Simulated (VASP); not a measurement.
# Lattice vibrations of NbAs, part 3 of 3

Wanted: whether NbAs is dynamically stable, and its vibrational spectrum. The start is a cell from a database of measured crystal structures.

VASP 6.6.1; PBEsol; plane waves and PAW (Nb_sv, As).

So far. Step 2 (Relax the host): The run ended after 7 ionic steps, 0.016 eV below its first step, once forces and stress met EDIFFG = -0.02. Step 3 (Tight relaxation): The run ended after 4 ionic steps, 0.000 eV below its first step, once forces and stress met EDIFFG = -0.002.

## (4) Force constants in the supercell

System of this step: NbAs. The cell holds 48 atoms: 24 Nb and 24 As. Cell: a = 12.565 Å, b = 12.565 Å, c = 18.848 Å, α = 148.2°, β = 148.2°, γ = 45.5°. It derives from NbAs.

Each independent atom is moved by 0.015 Å both ways; the forces give the force constants out to half the supercell.

File INCAR:

```
SYSTEM = NbAs
PREC = Accurate
ENCUT = 360
EDIFF = 1E-07
NELM = 120
ISMEAR = 1
SIGMA = 0.2
LREAL = Auto
ALGO = Fast
GGA = PS
NBANDS = 252
LASPH = .TRUE.
LWAVE = .FALSE.
LCHARG = .FALSE.
KPAR = 4
IBRION = 6
NSW = 1
NFREE = 2
POTIM = 0.015
ISIF = 0
ADDGRID = .TRUE.
```

File POSCAR:

```
NbAs
1.0
   -3.4392880612      3.4392880612     11.5859335588
    3.4392880612     -3.4392880612     11.5859335588
    5.1589320918      5.1589320918    -17.3789003382
Nb As
24 24
Direct
    0.2493574397      0.4993574396      0.1666666667
    0.2493574396      0.4993574397      0.5000000000
    0.2493574396      0.4993574396      0.8333333333
    0.2493574396      0.9993574396      0.1666666667
    0.2493574397      0.9993574396      0.5000000000
    0.2493574396      0.9993574396      0.8333333333
    0.7493574396      0.4993574396      0.1666666667
    0.7493574396      0.4993574396      0.5000000000
    0.7493574396      0.4993574396      0.8333333333
    0.7493574396      0.9993574396      0.1666666667
    0.7493574396      0.9993574396      0.5000000000
    0.7493574396      0.9993574396      0.8333333333
    0.3743574396      0.3743574396      0.0000000000
    0.3743574396      0.3743574397      0.3333333333
    0.3743574396      0.3743574397      0.6666666667
    0.3743574397      0.8743574396      0.0000000000
    0.3743574397      0.8743574396      0.3333333333
    0.3743574396      0.8743574397      0.6666666667
    0.8743574396      0.3743574396      0.0000000000
    0.8743574396      0.3743574396      0.3333333333
    0.8743574397      0.3743574396      0.6666666667
    0.8743574397      0.8743574396      0.0000000000
    0.8743574396      0.8743574396      0.3333333333
    0.8743574396      0.8743574396      0.6666666667
    0.4586425603      0.2086425603      0.1666666667
    0.4586425603      0.2086425604      0.5000000000
    0.4586425603      0.2086425603      0.8333333333
    0.4586425604      0.7086425603      0.1666666667
    0.4586425604      0.7086425604      0.5000000000
    0.4586425603      0.7086425603      0.8333333333
    0.9586425604      0.2086425603      0.1666666667
    0.9586425603      0.2086425603      0.5000000000
    0.9586425603      0.2086425603      0.8333333333
    0.9586425604      0.7086425603      0.1666666667
    0.9586425604      0.7086425604      0.5000000000
    0.9586425604      0.7086425603      0.8333333333
    0.0836425604      0.0836425603      0.0000000000
    0.0836425603      0.0836425604      0.3333333333
    0.0836425603      0.0836425604      0.6666666667
    0.0836425603      0.5836425604      0.0000000000
    0.0836425603      0.5836425604      0.3333333333
    0.0836425603      0.5836425604      0.6666666667
    0.5836425604      0.0836425603      0.0000000000
    0.5836425604      0.0836425604      0.3333333333
    0.5836425604      0.0836425604      0.6666666667
    0.5836425604      0.5836425603      0.0000000000
    0.5836425604      0.5836425604      0.3333333333
    0.5836425604      0.5836425604      0.6666666667
```

File KPOINTS:

```
Automatic mesh
0
Gamma
5 5 4
0 0 0
```

Potentials, in the order of the species: Nb_sv and As (PBE family, release 64).

On the command line:

```
$ mpirun -np 4 vasp_std
```

The log of the run:

```text
[banner, memory and clock lines left out]
running    4 mpi-ranks, on    1 nodes
[...]
[... a notice as in an earlier step ...]

 LDA part: xc-table for (Slater+PW92), standard interpolation
 POSCAR, INCAR and KPOINTS ok, starting setup
[...]
entering main loop
       N       E                     dE             d eps       ncg     rms          rms(c)
DAV:   1     0.393753695419E+04    0.39375E+04   -0.18612E+05 17152   0.130E+03
DAV:   2    -0.334674474482E+02   -0.39710E+04   -0.38661E+04 20336   0.521E+02
DAV:   3    -0.406997251048E+03   -0.37353E+03   -0.36509E+03 24176   0.117E+02
DAV:   4    -0.443662706426E+03   -0.36665E+02   -0.36333E+02 29824   0.345E+01
[...]
RMM:  11    -0.421427824790E+03   -0.25235E-01   -0.26351E-01 28644   0.664E-01    0.245E-01
RMM:  12    -0.421439358552E+03   -0.11534E-01   -0.11359E-01 29860   0.440E-01    0.229E-01
RMM:  13    -0.421444468912E+03   -0.51104E-02   -0.57622E-02 28586   0.300E-01    0.171E-01
WARNING in EDDRMM: call to ZHEGV failed, returncode =   8  4    205
RMM:  14    -0.421447737668E+03   -0.32688E-02   -0.33377E-02 29987   0.216E-01    0.297E-01
WARNING in EDDRMM: call to ZHEGV failed, returncode =   8  4    215
WARNING in EDDRMM: call to ZHEGV failed, returncode =   6  3    199
RMM:  15    -0.421449914981E+03   -0.21773E-02   -0.21149E-02 30089   0.159E-01    0.274E-01
WARNING in EDDRMM: call to ZHEGV failed, returncode =   6  3    180
RMM:  16    -0.421450542751E+03   -0.62777E-03   -0.83584E-03 29607   0.122E-01    0.195E-01
WARNING in EDDRMM: call to ZHEGV failed, returncode =   6  3    169
WARNING in EDDRMM: call to ZHEGV failed, returncode =   8  4    183
WARNING in EDDRMM: call to ZHEGV failed, returncode =   8  4    102
WARNING in EDDRMM: call to ZHEGV failed, returncode =   8  4    199
RMM:  17    -0.421450712315E+03   -0.16956E-03   -0.49873E-03 30156   0.986E-02    0.133E-01
WARNING in EDDRMM: call to ZHEGV failed, returncode =   8  4    211
WARNING in EDDRMM: call to ZHEGV failed, returncode =   6  3    150
WARNING in EDDRMM: call to ZHEGV failed, returncode =   6  3    179
RMM:  18    -0.421451025897E+03   -0.31358E-03   -0.36560E-03 30335   0.733E-02    0.124E-01
WARNING in EDDRMM: call to ZHEGV failed, returncode =   8  4    190
WARNING in EDDRMM: call to ZHEGV failed, returncode =   6  3    124
WARNING in EDDRMM: call to ZHEGV failed, returncode =   8  4    170
WARNING in EDDRMM: call to ZHEGV failed, returncode =   8  4    212
WARNING in EDDRMM: call to ZHEGV failed, returncode =   8  4    173
WARNING in EDDRMM: call to ZHEGV failed, returncode =   6  3    161
RMM:  19    -0.421451169202E+03   -0.14330E-03   -0.16587E-03 30309   0.542E-02    0.108E-01
WARNING in EDDRMM: call to ZHEGV failed, returncode =   8  4    185
WARNING in EDDRMM: call to ZHEGV failed, returncode =   6  3    184
[...]
num prob  num prob  num prob  num prob  num prob  num prob  num prob  num prob  num prob  num prob  num prob  num prob  num prob  num prob  num prob  num prob  num prob  num prob  num prob  num prob  num prob  num prob  num prob  num prob  num prob  num prob  num prob  num prob  num prob WARNING in EDDRMM: call to ZHEGV failed, returncode =   6  3    116
 num prob WARNING in EDDRMM: call to ZHEGV failed, returncode =   6  3    119
 num prob  num prob  num prob  num prob  num prob  num prob  num prob  num prob  num prob  num prob  num prob  num prob  num prob  num prob  num prob  num prob  num prob  num prob  num prob  num prob  num prob  num prob  num prob  num prob  num prob  num prob  num prob  num prob  num prob  num prob  num prob  num prob  num prob  num prob  num prob  num prob  num prob  num prob  num prob  num prob  num prob  num prob WARNING in EDDRMM: call to ZHEGV failed, returncode =   6  3    115
 num prob WARNING in EDDRMM: call to ZHEGV failed, returncode =   8  4    116
 num prob  num prob  num prob  num prob  num prob  num prob  num prob  num prob  num prob  num prob  num prob  num prob  num prob  num prob  num prob  num prob  num prob  num prob  num prob  num prob  num prob  num prob  num prob  num prob WARNING in EDDRMM: call to ZHEGV failed, returncode =   8  4    217
RMM:  26    -0.421451442072E+03   -0.92643E-05   -0.92043E-05 24791   0.119E-02    0.317E-03
 num prob  num prob  num prob  num prob  num prob  num prob  num prob  num prob  num prob  num prob  num prob  num prob  num prob  num prob  num prob  num prob  num prob  num prob  num prob  num prob  num prob  num prob  num prob  num prob  num prob  num prob  num prob  num prob  num prob  num prob  num prob  num prob  num prob  num prob  num prob  num prob  num prob  num prob  num prob  num prob  num prob  num prob  num prob  num prob  num prob  num prob  num prob  num prob WARNING in EDDRMM: call to ZHEGV failed, returncode =   6  3    117
 num prob  num prob  num prob  num prob  num prob  num prob  num prob  num prob  num prob  num prob  num prob  num prob  num prob  num prob  num prob  num prob  num prob  num prob  num prob  num prob  num prob  num prob  num prob  num prob  num prob  num prob  num prob  num prob  num prob  num prob  num prob  num prob  num prob  num prob WARNING in EDDRMM: call to ZHEGV failed, returncode =   6  3    100
 num prob  num prob  num prob  num prob  num prob  num prob  num prob  num prob  num prob  num prob  num prob  num prob  num prob  num prob  num prob  num prob  num prob  num prob  num prob  num prob  num prob  num prob  num prob  num prob  num prob  num prob  num prob  num prob  num prob  num prob  num prob  num prob WARNING in EDDRMM: call to ZHEGV failed, returncode =   6  3    162
 num prob  num prob  num prob  num prob  num prob  num prob  num prob  num prob  num prob  num prob  num prob WARNING in EDDRMM: call to ZHEGV failed, returncode =   8  4    101
 num prob  num prob  num prob  num prob  num prob  num prob  num prob  num prob  num prob  num prob  num prob  num prob WARNING in EDDRMM: call to ZHEGV failed, returncode =   8  4    132
 num prob  num prob  num prob WARNING in EDDRMM: call to ZHEGV failed, returncode =   6  3    137
 num prob  num prob  num prob  num prob  num prob  num prob  num prob  num prob  num prob WARNING in EDDRMM: call to ZHEGV failed, returncode =   8  4    159
 num prob  num prob  num prob  num prob WARNING in EDDRMM: call to ZHEGV failed, returncode =   6  3    173
```

Wall time 3 h (4 MPI ranks of AMD EPYC 9R45, shared host).

The run was stopped at its time limit, so it gives no result of its own.

## (5) Summary of results

| Item | Value |
| --- | --- |
| result | none |

The session ends without its result: «force constants in the supercell» met its time limit.

[Lines on the potential files, build, host, timing and source positions are cut from VASP's logs without a mark.]

[Logs are printed without paths, hosts, clocks, repeated set-up lines and the standing remarks that a program may print on its own settings, such as how far it seeks lower states.]

[Hosts, paths, dates, database ids (printed as entryN), source tags and the programs' standing remarks are cut or masked in the printed files.]

[Runs that stopped without an error message from VASP are left out.]
